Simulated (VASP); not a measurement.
Input of a VASP 6.6.1 run:

Contents of INCAR:

```
PREC = Accurate
ENCUT = 520
EDIFF = 1E-6
ISMEAR = 0
SIGMA = 0.02
LREAL = Auto
LASPH = True
NELM = 100
ALGO = Fast
ISIF = 2
LWAVE = False
LCHARG = True
GGA = PE
LELF = True
LVHAR = True
NBANDS = 56
```

The input KPOINTS:

```
Automatic mesh
0
Gamma
  2 2 1
```

File POSCAR:

```
PdC18
1.0
    7.3980000000      0.0000000000      0.0000000000
   -3.6990000000      6.4068560000      0.0000000000
    0.0000000000      0.0000000000     12.0000000000
C Pd
18 1
Direct
   -0.0019600751      0.0019600878      0.0830867500
    0.2186670461      0.1126895938      0.0841738333
   -0.0020416305      0.3354336355      0.0808010833
    0.2189670258      0.4479410806      0.0823645833
   -0.0021453983      0.6688157187      0.0806870000
    0.2193854032      0.7806145479      0.0786913333
    0.3311842737      0.0021455141      0.0806870000
    0.5529281419      0.1135221394      0.0799233333
    0.3294232017      0.3344576497      0.0891937500
    0.5537614653      0.4462385295      0.0896408333
    0.3309900739      0.6690098857      0.0787670000
    0.5520589468      0.7810330059      0.0823645833
    0.6645664695      0.0020415630      0.0808010833
    0.8861963955      0.1138037128      0.0822202500
    0.6659973362      0.3340025123      0.0819556667
    0.8864779391      0.4470718555      0.0799233333
    0.6655423880      0.6705768009      0.0891937500
    0.8873103783      0.7813328409      0.0841738333
    0.5241723330      0.4758277695      0.2613510000
```

Potentials or basis: VASP PAW PBE potentials, release 64 (C, Pd).

Command:

```sh
$ cat potpaw_PBE.64/C/POTCAR potpaw_PBE.64/Pd/POTCAR > POTCAR
$ mpirun -np 1 vasp_std > vasp.out
```

What does it give for the largest force?

0.040 eV/Å.

Predict the band gap on the k mesh.

0.18 eV, direct.

Forces in eV/Å, atoms in the order of the input:
```
C    0.016 -0.009 -0.002
C   -0.016 -0.026 -0.002
C    0.005  0.006  0.002
C   -0.002 -0.022 -0.002
C    0.032  0.023  0.005
C   -0.013  0.007 -0.007
C   -0.004 -0.039  0.005
C    0.011 -0.005 -0.001
C   -0.030  0.006  0.007
C    0.008 -0.004 -0.013
C   -0.009  0.005 -0.005
C    0.018  0.013 -0.002
C   -0.003 -0.008  0.002
C   -0.011  0.006 -0.002
C    0.004 -0.002 -0.007
C    0.010 -0.007 -0.001
C   -0.020  0.023  0.007
C    0.014  0.027 -0.002
Pd  -0.010  0.006  0.016
```

Caveat: the k mesh is coarse (spacing up to 0.49 Å⁻¹), so the values aren't converged. PBE gaps usually lie below the measured ones, often by a third to a half.
